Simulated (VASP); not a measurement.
Method: r2SCAN meta-GGA, VASP's PBE PAW potentials (set 64) (plane waves; VASP 6.6.1).

A VASP calculation is set up with these files.

File POSCAR:
```
Nb3Sn
1
    5.2487735173     0.0000000000    -0.0000000000
    0.0000000000     5.2487735173    -0.0000000000
   -0.0000000000    -0.0000000000     5.2487735173
Nb Sn
6 2
Direct
  0.2500000000   0.0000000000   0.5000000000
  0.5000000000   0.2500000000   0.0000000000
  0.5000000000   0.7500000000   0.0000000000
  0.7500000000   0.0000000000   0.5000000000
  0.0000000000   0.5000000000   0.7500000000
  0.0000000000   0.5000000000   0.2500000000
  0.5000000000   0.5000000000   0.5000000000
  0.0000000000   0.0000000000   1.0000000000
```

KPOINTS:
```
K-points
0
gamma
  5 5 5
```

### INCAR
```
IBRION=2   ! conjugate gradients
LCHARG=.False.
ENCUT=400   ! plane-wave cut-off (eV)
SIGMA=0.1   ! width (eV)
LWAVE=.False.
EDIFF=1E-6
METAGGA=R2SCAN
LMIXTAU=.True.
LMAXMIX=4
ALGO=Normal
PREC=Accurate
NSW=60
ISMEAR=1   ! Methfessel-Paxton
LASPH=.True.
ISIF=3   ! ions, shape and volume
SYSTEM=Nb3Sn
EDIFFG=-0.02   ! ionic stop
LREAL=.False.   ! projection in real space or not
NELM=100   ! most electronic steps
```

POTCAR, in this order: Nb_sv Sn_d (PBE.64 set). Program: vasp_std.

Energy and stress use the plane-wave basis of the starting cell. Unless said otherwise, spin-orbit coupling is left out, though it shifts the bands of the heavy elements here.

Q: Estimate the energy per atom (σ→0), volume per atom, band gap (on the k-mesh).

A: 
The energy per atom (σ→0) comes out as -25.038 eV/atom, the band gap (on the k-mesh) is none (metal, semimetal or under 0.01 eV) and the volume per atom is 18.61 Å³/atom.

File OSZICAR:
```
...
DAV:   8    -0.200311494423E+03   -0.45230E-02   -0.83012E-03  1636   0.512E-01    0.203E-01
DAV:   9    -0.200312117904E+03   -0.62348E-03   -0.44723E-03  1668   0.384E-01    0.375E-02
DAV:  10    -0.200312626555E+03   -0.50865E-03   -0.48655E-04  1753   0.129E-01    0.252E-02
DAV:  11    -0.200312642037E+03   -0.15482E-04   -0.40778E-05  2009   0.272E-02    0.959E-03
DAV:  12    -0.200312634936E+03    0.71012E-05   -0.16555E-05  1480   0.220E-02    0.453E-03
DAV:  13    -0.200312642645E+03   -0.77095E-05   -0.55277E-06  1258   0.135E-02    0.159E-03
DAV:  14    -0.200312643632E+03   -0.98740E-06   -0.14386E-06   864   0.696E-03
   3 F= -.20031264E+03 E0= -.20030704E+03  d E =-.663642E-01
```

The compound is Nb3Sn in the A15 structure. This run relaxes it. Symmetry was kept, so distortions that lower it aren't found. The start is the result of an earlier pass.
